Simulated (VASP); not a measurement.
Output of a VASP run:

**OUTCAR**
```
 ion  position               nearest neighbor table
   1  0.667  0.333  0.501-   4 1.95   4 1.95   4 1.95   3 1.96
   2  0.333  0.667  0.001-   3 1.95   3 1.95   3 1.95   4 1.96
   3  0.667  0.333  0.881-   2 1.95   2 1.95   2 1.95   1 1.96
   4  0.333  0.667  0.381-   1 1.95   1 1.95   1 1.95   2 1.96
  LATTYP: Found a hexagonal cell.
 ALAT       =     3.2049841434
 C/A-ratio  =     1.6137833604
 Subroutine PRICEL returns:
 Original cell was already a primitive cell.
 Subroutine GETGRP returns: Found 12 space group operations
The static configuration has the point symmetry C_3v.
 The point group associated with its full space group is C_6v.
The dynamic configuration has the point symmetry C_3v.
 Subroutine INISYM returns: Found 12 space group operations
 Subroutine IBZKPT returns following result:
 Found     36 irreducible k-points:

 Following reciprocal coordinates:
            Coordinates               Weight
  0.000000  0.000000  0.000000      1.000000
  0.111111  0.000000  0.000000      6.000000
  0.222222  0.000000  0.000000      6.000000
  0.333333  0.000000  0.000000      6.000000
  0.444444  0.000000  0.000000      6.000000
  0.111111  0.111111  0.000000      6.000000
  0.222222  0.111111  0.000000     12.000000
  0.333333  0.111111  0.000000     12.000000
  0.444444  0.111111  0.000000      6.000000
  0.222222  0.222222  0.000000      6.000000
  0.333333  0.222222  0.000000     12.000000
  0.333333  0.333333  0.000000      2.000000
  0.000000  0.000000  0.200000      2.000000
  0.111111  0.000000  0.200000     12.000000
  0.222222  0.000000  0.200000     12.000000
  0.333333  0.000000  0.200000     12.000000
  0.444444  0.000000  0.200000     12.000000
  0.111111  0.111111  0.200000     12.000000
  0.222222  0.111111  0.200000     24.000000
  0.333333  0.111111  0.200000     24.000000
  0.444444  0.111111  0.200000     12.000000
  0.222222  0.222222  0.200000     12.000000
  0.333333  0.222222  0.200000     24.000000
  0.333333  0.333333  0.200000      4.000000
  0.000000  0.000000  0.400000      2.000000
  0.111111  0.000000  0.400000     12.000000
  0.222222  0.000000  0.400000     12.000000
  0.333333  0.000000  0.400000     12.000000
  0.444444  0.000000  0.400000     12.000000
  0.111111  0.111111  0.400000     12.000000
  0.222222  0.111111  0.400000     24.000000
  0.333333  0.111111  0.400000     24.000000
  0.444444  0.111111  0.400000     12.000000
  0.222222  0.222222  0.400000     12.000000
  0.333333  0.222222  0.400000     24.000000
  0.333333  0.333333  0.400000      4.000000
   k-points           NKPTS =     36   k-points in BZ     NKDIM =     36   number of bands    NBANDS=     22
   number of dos      NEDOS =    301   number of ions     NIONS =      4
   total plane-waves  NPLWV =  23040
   dimension x,y,z NGX =    24 NGY =   24 NGZ =   40
   dimension x,y,z NGXF=    48 NGYF=   48 NGZF=   80
   ions per type =               2   2
   PREC   = accura    normal or accurate (medium, high low for compatibility)
   ISTART =      0    job   : 0-new  1-cont  2-samecut
   ICHARG =      2    charge: 1-file 2-atom 10-const
   ISPIN  =      1    spin polarized calculation?
   LNONCOLLINEAR =      F non collinear calculations
   LSORBIT =      F    spin-orbit coupling
   INIWAV =      1    electr: 0-lowe 1-rand  2-diag
   ENCUT  =  520.0 eV  38.22 Ry    6.18 a.u.   5.96  5.96  9.62*2*pi/ulx,y,z
   NELM   =    100;   NELMIN=  2; NELMDL= -5     # of ELM steps
   EDIFF  = 0.1E-06   stopping-criterion for ELM
   LREAL  =      F    real-space projection
   NLSPLINE    = F    spline interpolate recip. space projectors
   LMAXMIX     =    4 max onsite mixed and CHGCAR
   VOSKOWN=      0    Vosko Wilk Nusair interpolation
   EDIFFG = -.1E-01   stopping-criterion for IOM
   NSW    =     30    number of steps for IOM
   NBLOCK =      1;   KBLOCK =     30    inner block; outer block
   IBRION =      2    ionic relax: 0-MD 1-quasi-New 2-CG
...
```

OSZICAR:
```
       N       E                     dE             d eps       ncg     rms          rms(c)
DAV:   1     0.284824505373E+03    0.28482E+03   -0.19042E+04  1624   0.240E+03
DAV:   2     0.771654926173E+01   -0.27711E+03   -0.26807E+03  1662   0.439E+02
DAV:   3    -0.216286625493E+02   -0.29345E+02   -0.29137E+02  1902   0.153E+02
DAV:   4    -0.221929610448E+02   -0.56430E+00   -0.56381E+00  1734   0.225E+01
DAV:   5    -0.221973397721E+02   -0.43787E-02   -0.43786E-02  1842   0.190E+00    0.153E+01
DAV:   6    -0.192946908487E+02    0.29026E+01   -0.10093E+01  2834   0.704E+01    0.996E+00
DAV:   7    -0.194318378236E+02   -0.13715E+00   -0.23070E+00  1646   0.181E+01    0.580E+00
DAV:   8    -0.194424796021E+02   -0.10642E-01   -0.71857E-01  2400   0.847E+00    0.171E+00
DAV:   9    -0.193871605513E+02    0.55319E-01   -0.15244E-01  2510   0.721E+00    0.358E-01
DAV:  10    -0.193898000966E+02   -0.26395E-02   -0.50793E-02  1648   0.174E+00    0.137E-01
DAV:  11    -0.193897045488E+02    0.95548E-04   -0.19360E-03  2242   0.786E-01    0.364E-02
DAV:  12    -0.193897301072E+02   -0.25558E-04   -0.23278E-04  2080   0.360E-01    0.132E-02
DAV:  13    -0.193897334061E+02   -0.32989E-05   -0.20326E-05  1726   0.882E-02    0.806E-03
DAV:  14    -0.193897342441E+02   -0.83802E-06   -0.29910E-06  1794   0.226E-02    0.698E-03
DAV:  15    -0.193897334159E+02    0.82827E-06   -0.16382E-06  1842   0.118E-02    0.161E-03
DAV:  16    -0.193897333271E+02    0.88761E-07   -0.21200E-07  1092   0.402E-03
   1 F= -.19389733E+02 E0= -.19389733E+02  d E =-.193897E+02
```

OUTCAR:
```
------------------------ aborting loop because EDIFF is reached ----------------------------------------
  FORCE on cell =-STRESS in cart. coord.  units (eV):
  Direction    XX          YY          ZZ          XY          YZ          ZX
  --------------------------------------------------------------------------------------
  Total        1.3724662      1.3724666      1.3553611      0.0000000      0.0000000      0.0000000
  in kB       47.7923910     47.7924058     47.1967532      0.0000000      0.0000000      0.0000000
  external PRESSURE =      47.5938500 kB  Pullay stress =       0.0000000 kB
  volume of cell :       46.01
      direct lattice vectors                 reciprocal lattice vectors
     1.602491886 -2.775597794  0.000000000     0.312014060 -0.180141374  0.000000000
     1.602491886  2.775597794  0.000000000     0.312014060  0.180141374  0.000000000
     0.000000000  0.000000000  5.172150081     0.000000000  0.000000000  0.193343191
  FREE ENERGIE OF THE ION-ELECTRON SYSTEM (eV)
  ---------------------------------------------------
  free  energy   TOTEN  =       -19.3897333271 eV

  energy  without entropy=      -19.3897333271  energy(sigma->0) =      -19.38973333

 reached required accuracy - stopping structural energy minimisation
```
(Selected blocks of OUTCAR.)

POSCAR:
```
ZnO
1
    1.6024918862    -2.7755977940     0.0000000000
    1.6024918862     2.7755977940     0.0000000000
    0.0000000000     0.0000000000     5.1721500809
Zn O
2 2
Direct
  0.6666670000   0.3333330000   0.5014311520
  0.3333330000   0.6666670000   0.0014311520
  0.6666670000   0.3333330000   0.8805688480
  0.3333330000   0.6666670000   0.3805688480
```

Question: Reconstruct the remaining input files.

Answer: This is not unique; one that fits is the input of the run itself, PBEsol GGA, plane waves, VASP's PBE PAW potentials (set 64).

File KPOINTS:
```
Automatic mesh
0
gamma
9 9 5
```

**INCAR**
```
SIGMA  =  0.05   # width (eV)
LWAVE  =  .FALSE.
ALGO  =  Normal   # blocked Davidson
LASPH  =  .TRUE.
ISIF  =  4   # ions and shape, fixed volume
GGA  =  PS   # PBEsol
LREAL  =  .FALSE.
ENCUT  =  520   # plane-wave cut-off (eV)
EDIFF  =  1E-7   # SCF stop (eV)
IBRION  =  2   # conjugate gradients
PREC  =  Accurate
SYSTEM  =  ZnO
NELM  =  100   # most electronic steps
LCHARG  =  .FALSE.
NSW  =  30
LMAXMIX  =  4   # l cut-off of mixed one-centre charges
ISMEAR  =  0
EDIFFG  =  -0.01   # ionic stop
```

POTCAR, in this order: Zn O (PBE.64 set). Program: vasp_std.

The compound is ZnO in the wurtzite structure. This cell is one point of a volume scan, at 0.97 of the reference volume.
